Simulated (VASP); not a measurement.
Calculation: PBE GGA, VASP's PBE PAW potentials (set 64) (plane waves; VASP 6.6.1).

VASP ran on this input.

POSCAR:
```
Pt
1.0
  0.0000000000   1.9833616793   1.9833616793
  1.9833616793   0.0000000000   1.9833616793
  1.9833616793   1.9833616793   0.0000000000
Pt
1
Cart
  0.0000000000   0.0000000000   0.0000000000
```

**KPOINTS**
```
Automatic mesh
0
gamma
 20 20 20
```

**INCAR**
```
ALGO = Fast
EDIFF = 1E-5
EDIFFG = -0.03
ENCUT = 400
GGA = PE
IBRION = 2
ISIF = 2
ISMEAR = 1
LASPH = T
LCHARG = F
LMAXMIX = 6
LREAL = F
LWAVE = F
NELM = 100
NELMIN = 4
NSW = 20
PREC = Normal
SIGMA = 0.1
SYSTEM = Pt
```

POTCAR, in this order: Pt (PBE.64 set). Program: vasp_std.

Unless said otherwise, spin-orbit coupling is left out, though it shifts the bands of the heavy elements here.

What does the run give for the energy per atom (σ→0), band gap (on the k-mesh)?

The energy per atom (σ→0) is -6.099 eV/atom and the band gap (on the k-mesh) comes out as none (metal, semimetal or under 0.01 eV).

OSZICAR:
```
...
DAV:   5    -0.647823935260E+01   -0.57386E-05   -0.57378E-05  5220   0.670E-02    0.117E+01
RMM:   6    -0.613702469988E+01    0.34121E+00   -0.46602E-01  4608   0.689E+00    0.620E+00
RMM:   7    -0.610225157948E+01    0.34773E-01   -0.87529E-02  4608   0.315E+00    0.248E+00
RMM:   8    -0.609933757284E+01    0.29140E-02   -0.10318E-02  4608   0.103E+00    0.608E-01
RMM:   9    -0.609896825464E+01    0.36932E-03   -0.11379E-03  4608   0.346E-01    0.389E-02
RMM:  10    -0.609898582401E+01   -0.17569E-04   -0.15153E-04  4447   0.108E-01    0.340E-02
RMM:  11    -0.609898702398E+01   -0.12000E-05   -0.16880E-05  3457   0.351E-02
   1 F= -.60989870E+01 E0= -.60991314E+01  d E =-.609899E+01
```

The compound is Pt in the fcc structure. It was relaxed first.
